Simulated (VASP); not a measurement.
# Germanium: input slips in a phonon run and what they do

Some phonon runs on Germanium get a fault in the input on purpose. Which of them show, and how? The starting structure is a measured crystal structure from the Crystallography Open Database.

Method: Kohn-Sham DFT with plane waves and PAW; LDA, in VASP 6.6.1.

## Step 1: The starting structure

The structure is cubic, space group Fd-3m (No. 227). Conventional cell: a = 5.658 Å, b = 5.658 Å, c = 5.658 Å, α = 90.00°, β = 90.00°, γ = 90.00°. Nearest to Ge lie 4 Ge at 2.45 Å.

## Step 2: Reference modes

The cell comes from a relaxation at this level, not shown (44.34 Å³).

File INCAR:

```
SYSTEM = Ge
PREC = Accurate
ENCUT = 450
EDIFF = 1E-08
NELM = 100
ISMEAR = 1
SIGMA = 0.15
LREAL = .FALSE.
ALGO = Normal
GGA = CA
NBANDS = 20
LORBIT = 11
LWAVE = .FALSE.
LCHARG = .FALSE.
KPAR = 2
IBRION = 8
ISIF = 2
```

File POSCAR:

```
Ge
1.0
    0.0000000000      2.8091839669      2.8091839669
    2.8091839669      0.0000000000      2.8091839669
    2.8091839669      2.8091839669      0.0000000000
Ge
2
Direct
    0.7500000000      0.7500000000      0.7500000000
    0.5000000000      0.5000000000      0.5000000000
```

File KPOINTS:

```
Automatic mesh
0
Gamma
12 12 12
0 0 0
```

PAW data sets: Ge_d (LDA family, release 64).

Launch:

```bash
mpirun -np 2 vasp_std
```

What it wrote:

```text
[banner, memory and clock lines left out]
running    2 mpi-ranks, on    1 nodes
 distrk:  each k-point on    1 cores,    2 groups
 distr:  one band on    1 cores,    1 groups

 POSCAR found type information on POSCAR Ge
 POSCAR found :  1 types and       2 ions
 LDA part: xc-table for (Slater(with rela. corr.)+CA(PZ))
 , standard interpolation
 POSCAR, INCAR and KPOINTS ok, starting setup
 FFT: planning ... GRIDC
 FFT: planning ... GRID_SOFT
 FFT: planning ... GRID
 WAVECAR not read
 entering main loop
       N       E                     dE             d eps       ncg     rms          rms(c)
DAV:   1     0.177075868751E+03    0.17708E+03   -0.13936E+04  3136   0.348E+03
DAV:   2     0.136975294326E+02   -0.16338E+03   -0.15937E+03  2888   0.561E+02
DAV:   3    -0.984272514008E+01   -0.23540E+02   -0.23397E+02  3264   0.139E+02
DAV:   4    -0.105618187283E+02   -0.71909E+00   -0.71867E+00  3172   0.289E+01
DAV:   5    -0.105733395529E+02   -0.11521E-01   -0.11520E-01  3284   0.394E+00    0.338E+00
DAV:   6    -0.104507236758E+02    0.12262E+00   -0.39357E-02  3140   0.169E+00    0.193E+00
DAV:   7    -0.103893674535E+02    0.61356E-01   -0.79375E-02  3100   0.210E+00    0.141E-01
DAV:   8    -0.103900637471E+02   -0.69629E-03   -0.56771E-03  3208   0.851E-01    0.468E-02
DAV:   9    -0.103901026930E+02   -0.38946E-04   -0.87879E-05  3376   0.974E-02    0.133E-02
DAV:  10    -0.103900992436E+02    0.34494E-05   -0.92592E-06  3848   0.446E-02    0.425E-03
DAV:  11    -0.103900991615E+02    0.82112E-07   -0.97911E-07  3132   0.808E-03    0.177E-03
DAV:  12    -0.103900991627E+02   -0.12324E-08   -0.75195E-08  3880   0.390E-03
   1 F= -.10390099E+02 E0= -.10390203E+02  d E =0.312720E-03
 Linear response reoptimize wavefunctions to high precision
DAV:   1    -0.103900991619E+02    0.75033E-09   -0.38550E-09  2704   0.541E-04
DAV:   2    -0.103900991619E+02    0.10914E-10   -0.18575E-10  1816   0.157E-04
 Linear response DOF=           1
 Linear response progress:
  Degree of freedom:   1/  1
       N       E                     dE             d eps       ncg     rms          rms(c)
RMM:   1    -0.188065745775E+00   -0.18807E+00    0.84873E+00 13625   0.445E+01
RMM:   2    -0.195577797560E+00   -0.75121E-02   -0.13620E-02 18178   0.111E+00    0.759E-02
RMM:   3    -0.195635603876E+00   -0.57806E-04   -0.92810E-04 19210   0.316E-01    0.436E-02
RMM:   4    -0.195585968359E+00    0.49636E-04   -0.56788E-05 20355   0.801E-02    0.474E-03
RMM:   5    -0.195593346365E+00   -0.73780E-05   -0.11590E-05 19684   0.184E-02    0.236E-03
RMM:   6    -0.195602952349E+00   -0.96060E-05   -0.73659E-07 19856   0.500E-03    0.316E-04
RMM:   7    -0.195602293096E+00    0.65925E-06   -0.44647E-07 20464   0.162E-03    0.196E-04
RMM:   8    -0.195601754934E+00    0.53816E-06   -0.27929E-09 20674   0.578E-04    0.372E-05
RMM:   9    -0.195601590995E+00    0.16394E-06   -0.10753E-07 20793   0.262E-04    0.160E-05
RMM:  10    -0.195601696115E+00   -0.10512E-06    0.43020E-08 21050   0.132E-04    0.538E-06
RMM:  11    -0.195601616557E+00    0.79558E-07    0.13048E-08 21126   0.815E-05    0.249E-06
RMM:  12    -0.195601650903E+00   -0.34345E-07    0.41191E-09 21449   0.589E-05    0.152E-06
RMM:  13    -0.195601688227E+00   -0.37324E-07   -0.45743E-09 20879   0.498E-05    0.177E-07
RMM:  14    -0.195601730529E+00   -0.42302E-07   -0.64284E-09 18110   0.448E-05    0.128E-07
RMM:  15    -0.195601739047E+00   -0.85180E-08    0.74374E-09 16275   0.425E-05    0.101E-07
 first order change of Fermi-energy   0.93781E-04
 force on displaced ion       1 direction 1 : -11.445   0.000   0.000
 Linear response finished
```

Elapsed: 3.6 min, on 2 MPI ranks of Intel Xeon Platinum 8488C (Sapphire Rapids), shared host; peak memory 0.88 GiB.

The logs omit lines about the potential files and the build; timing stands in the text.

Parts of OUTCAR (step 2):

```text
ion  position               nearest neighbor table
   1  0.750  0.750  0.750-   2 2.43   2 2.43   2 2.43   2 2.43
   2  0.500  0.500  0.500-   1 2.43   1 2.43   1 2.43   1 2.43

  LATTYP: Found a face centered cubic cell.
 ALAT       =     5.6183679338

 Subroutine GETGRP returns: Found 48 space group operations
 (whereof 24 operations were pure point group operations)

The static configuration has the point symmetry T_d .
 The point group associated with its full space group is O_h .

 Found     72 irreducible k-points:

   k-points           NKPTS =     72   k-points in BZ     NKDIM =     72   number of bands    NBANDS=     20

   dimension x,y,z NGX =    28 NGY =   28 NGZ =   28
   dimension x,y,z NGXF=    56 NGYF=   56 NGZF=   56

   ENCUT  =  450.0 eV  33.07 Ry    5.75 a.u.   6.87  6.87  6.87*2*pi/ulx,y,z

   NELECT =      28.0000    total number of electrons

 k-points in reciprocal lattice and weights: Automatic mesh
   0.00000000  0.00000000  0.00000000       0.001
   0.08333333  0.00000000  0.00000000       0.005
   0.16666667  0.00000000  0.00000000       0.005
   0.25000000  0.00000000  0.00000000       0.005
   0.33333333  0.00000000  0.00000000       0.005
   0.41666667  0.00000000  0.00000000       0.005
   0.50000000  0.00000000  0.00000000       0.002
   0.08333333  0.08333333  0.00000000       0.003
   0.16666667  0.08333333  0.00000000       0.014
[...]
-0.33333333  0.50000000  0.16666667       0.007
  -0.25000000  0.50000000  0.25000000       0.003

 average (electrostatic) potential at core
       1 -75.2231       2 -75.2231

  Total       -0.0148770     -0.0148770     -0.0148770      0.0000000      0.0000000      0.0000000
  in kB       -0.5375952     -0.5375952     -0.5375952      0.0000000      0.0000000      0.0000000
  external PRESSURE =      -0.5375952 kB  Pullay stress =       0.0000000 kB

  energy-cutoff  :      450.00
  volume of cell :       44.34
      direct lattice vectors                 reciprocal lattice vectors
     0.000000000  2.809183967  2.809183967    -0.177987631  0.177987631  0.177987631
     2.809183967  0.000000000  2.809183967     0.177987631 -0.177987631  0.177987631
     2.809183967  2.809183967  0.000000000     0.177987631  0.177987631 -0.177987631

 POSITION                                       TOTAL-FORCE (eV/Angst)
 -----------------------------------------------------------------------------------
      4.21378      4.21378      4.21378         0.000000      0.000000      0.000000
      2.80918      2.80918      2.80918        -0.000000     -0.000000     -0.000000
 -----------------------------------------------------------------------------------
    total drift:                                0.000000      0.000000      0.000000

 Eigenvectors and eigenvalues of the dynamical matrix
 ----------------------------------------------------

   1 f  =    8.777622 THz    55.151424 2PiTHz  292.789947 cm-1    36.301310 meV
             X         Y         Z           dx          dy          dz
      4.213776  4.213776  4.213776     0.000000   -0.707107    0.000000
      2.809184  2.809184  2.809184     0.000000    0.707107    0.000000

   2 f  =    8.777622 THz    55.151424 2PiTHz  292.789947 cm-1    36.301310 meV
             X         Y         Z           dx          dy          dz
      4.213776  4.213776  4.213776    -0.707107    0.000000    0.000000
      2.809184  2.809184  2.809184     0.707107    0.000000    0.000000

   3 f  =    8.777622 THz    55.151424 2PiTHz  292.789947 cm-1    36.301310 meV
             X         Y         Z           dx          dy          dz
      4.213776  4.213776  4.213776     0.000000    0.000000   -0.707107
      2.809184  2.809184  2.809184     0.000000    0.000000    0.707107

   4 f  =    0.000000 THz     0.000000 2PiTHz    0.000000 cm-1     0.000000 meV
             X         Y         Z           dx          dy          dz
      4.213776  4.213776  4.213776     0.707107    0.000000    0.000000
      2.809184  2.809184  2.809184     0.707107    0.000000    0.000000

   5 f  =    0.000000 THz     0.000000 2PiTHz    0.000000 cm-1     0.000000 meV
             X         Y         Z           dx          dy          dz
      4.213776  4.213776  4.213776     0.000000    0.707107    0.000000
      2.809184  2.809184  2.809184     0.000000    0.707107    0.000000

   6 f  =    0.000000 THz     0.000000 2PiTHz    0.000000 cm-1     0.000000 meV
             X         Y         Z           dx          dy          dz
      4.213776  4.213776  4.213776     0.000000    0.000000    0.707107
      2.809184  2.809184  2.809184     0.000000    0.000000    0.707107

 ELASTIC MODULI CONTR FROM IONIC RELAXATION (kBar)
 Direction    XX          YY          ZZ          XY          YZ          ZX
 --------------------------------------------------------------------------------
 XX          -0.0000      0.0000      0.0000      0.0000      0.0000      0.0000
 YY           0.0000     -0.0000      0.0000      0.0000      0.0000     -0.0000
 ZZ           0.0000      0.0000     -0.0000      0.0000      0.0000      0.0000
 XY           0.0000      0.0000      0.0000   -220.8336      0.0000      0.0000
 YZ           0.0000      0.0000      0.0000      0.0000   -220.8336      0.0000
 ZX           0.0000     -0.0000      0.0000      0.0000      0.0000   -220.8336
 --------------------------------------------------------------------------------
```

Energies printed during the response cycles are not total energies of the cell. Methfessel-Paxton smearing is not meant for a cell with a gap.

Reference: the zone-centre mode is T2g 292.8 cm⁻¹.

## Step 3: Modes with a k mesh far too coarse

A slip made on purpose: a k mesh far too coarse. Against step 2 the input has a 2×2×2 mesh (also changed: NELM and KPAR).

Changes to INCAR since step 2:

```diff
@@ -4,3 +4,3 @@
 EDIFF = 1E-08
-NELM = 100
+NELM = 60
 ISMEAR = 1
@@ -14,3 +14,2 @@
 LCHARG = .FALSE.
-KPAR = 2
 IBRION = 8
```

POSCAR is that of step 2.

File KPOINTS:

```
Automatic mesh
0
Gamma
2 2 2
0 0 0
```

Launch:

```bash
mpirun -np 2 vasp_std
```

What it wrote:

```text
[banner, memory and clock lines left out]
running    2 mpi-ranks, on    1 nodes
[...]
LDA part: xc-table for (Slater(with rela. corr.)+CA(PZ))
 , standard interpolation
 POSCAR, INCAR and KPOINTS ok, starting setup
[...]
entering main loop
       N       E                     dE             d eps       ncg     rms          rms(c)
DAV:   1     0.180729420844E+03    0.18073E+03   -0.14166E+04   132   0.357E+03
DAV:   2     0.160133973335E+02   -0.16472E+03   -0.16117E+03   120   0.540E+02
DAV:   3    -0.693430518429E+01   -0.22948E+02   -0.22738E+02   132   0.137E+02
DAV:   4    -0.769176509777E+01   -0.75746E+00   -0.75371E+00   136   0.292E+01
[...]
DAV:  12    -0.733928503090E+01    0.62588E-06   -0.15288E-06   136   0.120E-02    0.245E-03
DAV:  13    -0.733928499506E+01    0.35840E-07   -0.14919E-07   132   0.386E-03    0.820E-04
DAV:  14    -0.733928500129E+01   -0.62355E-08   -0.12144E-08   104   0.120E-03
   1 F= -.73392850E+01 E0= -.73280727E+01  d E =-.336368E-01
 Linear response reoptimize wavefunctions to high precision
DAV:   1    -0.733928500058E+01    0.71486E-09   -0.23463E-09    96   0.513E-04
DAV:   2    -0.733928500067E+01   -0.98225E-10   -0.26607E-10    72   0.165E-04
 Linear response DOF=           1
 Linear response progress:
  Degree of freedom:   1/  1
       N       E                     dE             d eps       ncg     rms          rms(c)
RMM:   1    -0.187168463309E+00   -0.18717E+00    0.10352E+01   245   0.484E+01
RMM:   2    -0.194830316948E+00   -0.76619E-02   -0.13401E-02   327   0.105E+00    0.511E-01
RMM:   3    -0.203290164792E+00   -0.84598E-02   -0.84913E-03   334   0.782E-01    0.938E-02
RMM:   4    -0.201535018941E+00    0.17551E-02   -0.49655E-04   327   0.162E-01    0.379E-02
[...]
RMM:  25    -0.201807240321E+00    0.13873E-06    0.45733E-08   411   0.111E-04    0.182E-07
RMM:  26    -0.201807288320E+00   -0.47999E-07    0.16945E-07   411   0.110E-04    0.200E-07
RMM:  27    -0.201807127713E+00    0.16061E-06   -0.55961E-08   407   0.110E-04    0.194E-07
 first order change of Fermi-energy  -0.16572E-06
 force on displaced ion       1 direction 1 :  17.251   0.000   0.000
 Linear response finished
```

It took 12 s on 2 MPI ranks; peak memory 0.25 GiB.

Parts of OUTCAR (step 3):

```text
  Total        2.7926846      2.7926846      2.7926846      0.0000000      0.0000000      0.0000000
  in kB      100.9164427    100.9164427    100.9164427      0.0000000      0.0000000      0.0000000
  external PRESSURE =     100.9164427 kB  Pullay stress =       0.0000000 kB

 POSITION                                       TOTAL-FORCE (eV/Angst)
 -----------------------------------------------------------------------------------
      4.21378      4.21378      4.21378         0.000000     -0.000000      0.000000
      2.80918      2.80918      2.80918        -0.000000      0.000000     -0.000000
 -----------------------------------------------------------------------------------
    total drift:                                0.000000      0.000000      0.000000

[... 1 part as in an earlier step ...]

[... 1 further part left out ...]
```

With a k mesh far too coarse the mode is T2g -359.5 cm⁻¹; T2g, real with the reference, turns imaginary. Imaginary, given as negative numbers: T2g.

## Step 4: Modes with perturbation theory asked for with a meta-GGA

A slip made on purpose: perturbation theory asked for with a meta-GGA. Against step 2 the input has METAGGA = R2SCAN, LASPH = .TRUE. and no GGA (also changed: NELM).

Changes to INCAR since step 3:

```diff
@@ -9,3 +9,2 @@
 ALGO = Normal
-GGA = CA
 NBANDS = 20
@@ -14,3 +13,6 @@
 LCHARG = .FALSE.
+KPAR = 2
 IBRION = 8
 ISIF = 2
+METAGGA = R2SCAN
+LASPH = .TRUE.
```

POSCAR is that of step 3.

File KPOINTS:

```
Automatic mesh
0
Gamma
12 12 12
0 0 0
```

Launch:

```bash
mpirun -np 2 vasp_std
```

What it wrote:

```text
[banner, memory and clock lines left out]
running    2 mpi-ranks, on    1 nodes
[...]
|                                                                             |
|               ----> ADVICE to this user running VASP <----                  |
|                                                                             |
|     You enforced a specific xc type in the INCAR file but a different       |
|     [... a line on the potential file left out ...]
|     I HOPE YOU KNOW WHAT YOU ARE DOING!                                     |
|                                                                             |

 LDA part: xc-table for (None), standard interpolation
 POSCAR, INCAR and KPOINTS ok, starting setup
[...]
entering main loop
       N       E                     dE             d eps       ncg     rms          rms(c)
DAV:   1    -0.104073340319E+03   -0.10407E+03   -0.14346E+04  3136   0.359E+03
DAV:   2    -0.270604364726E+03   -0.16653E+03   -0.16243E+03  2888   0.577E+02
[...]
1 F= -.29245559E+03 E0= -.29245566E+03  d E =0.200148E-03
|                                                                             |
|     EEEEEEE  RRRRRR   RRRRRR   OOOOOOO  RRRRRR      ###     ###     ###     |
|     E        R     R  R     R  O     O  R     R     ###     ###     ###     |
|     E        R     R  R     R  O     O  R     R     ###     ###     ###     |
|     EEEEE    RRRRRR   RRRRRR   O     O  RRRRRR       #       #       #      |
|     E        R   R    R   R    O     O  R   R                               |
|     E        R    R   R    R   O     O  R    R      ###     ###     ###     |
|     EEEEEEE  R     R  R     R  OOOOOOO  R     R     ###     ###     ###     |
|                                                                             |
|     You have switched on METAGGA and linear-response routines. This         |
|     combination is currently not supported. If you have selected            |
|     LEPSILON=.TRUE., you can try using LCALCEPS=.TRUE. instead. In all      |
|     other cases, VASP will stop. SOOO sorry...                              |
|                                                                             |
|       ---->  I REFUSE TO CONTINUE WITH THIS SICK JOB ... BYE!!! <----       |
|                                                                             |

1
1
```

Elapsed: 2.7 min, on 2 MPI ranks.

VASP stopped with this message: “You have switched on METAGGA and linear-response routines. This combination is currently not supported. If you have selected LEPSILON=.TRUE., you can try using LCALCEPS=.TRUE. instead”.

(Continued in part 2 of 2.)

[Lines on the potential files, build, host, timing and source positions are cut from VASP's logs without a mark.]

[Logs are printed without paths, hosts, clocks, repeated set-up lines and the standing remarks that a program may print on its own settings, such as how far it seeks lower states.]

[Hosts, paths, dates, database ids (printed as entryN), source tags and the programs' standing remarks are cut or masked in the printed files.]
